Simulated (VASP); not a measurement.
VASP ran on this input.

POSCAR:
```
AgRh3
15.4044270
  0.0000000000   0.1242276154   0.1242276154
  0.1242276154   0.0000000000   0.1242276154
  0.5000000120   0.5000000120  -0.0030895505
Rh Ag
3 1
Cartesian
  0.1282739953   0.1282739953   0.2444088509
  0.1250000030   0.1250000030  -0.0007723876
  0.2459536261   0.2459536261   0.0025016047
  0.3750000090   0.3750000090  -0.0023171628
```

### INCAR
```
! general
SYSTEM   =  AgRh3
PREC     =  Accurate
ENCUT    =  400
LREAL    =  .FALSE.   ! projection in real space or not
LASPH    =  .TRUE.   ! aspherical one-centre terms

! electronic loop
EDIFF    =  1E-7   ! SCF stop (eV)
NELM     =  100   ! most electronic steps
ALGO     =  Normal
LMAXMIX  =  4

! smearing
ISMEAR   =  -5

! functional
GGA      =  PS

! ions
ISIF     =  2   ! forces and stress, cell fixed

! output
LWAVE    =  .FALSE.
LCHARG   =  .TRUE.
LORBIT   =  11   ! lm-projected
NEDOS    =  601

! other
LEFG     =  .TRUE.
```

KPOINTS:
```
Automatic mesh
0
Gamma
15 15 4
0 0 0
```

POTCAR, in this order: Rh_pv Ag (PBE.64 set). Program: vasp_std.

Task: Write an equivalent input for Ansatz.

Result: One equivalent input (not run):
Ansatz 0.2 input:
```yaml
crystal:
  lattice:
    - [0.0000000, 1.9136552, 1.9136552]
    - [1.9136552, 0.0000000, 1.9136552]
    - [7.7022137, 7.7022137, -0.0475928]
  atoms:
    - { symbol: Rh, position: [0.9838643, 0.9838643, 0.0121018] }
    - { symbol: Rh, position: [0.0000000, 0.0000000, 0.2500000] }
    - { symbol: Rh, position: [0.0161357, 0.0161357, 0.4878982] }
    - { symbol: Ag, position: [0.0000000, 0.0000000, 0.7500000] }
kpoints:
  mp_grid: { grid: [15, 15, 4] }
hamiltonian:
  xc: pbesol
  pseudopotentials: { kind: paw }
scf:
  occupations: { method: tetrahedron }
  max_iter: 100
output: { forces: true, stress: true, eigenvalues: true }
```
The two are equivalent in intent, not identical: each code has its own PAW files, so the cut-off isn't converted (ENCUT is set for VASP's; basis.ecutwfc is left out, and Ansatz then takes the one that its files recommend); Ansatz stops its SCF on the density residual and VASP on the energy change (EDIFF); the field gradients of LEFG aren't asked of the other code.

The structure was generated: AgRh3 was put into an ordered model structure (R-3m), which need not be its known phase. It was relaxed first.
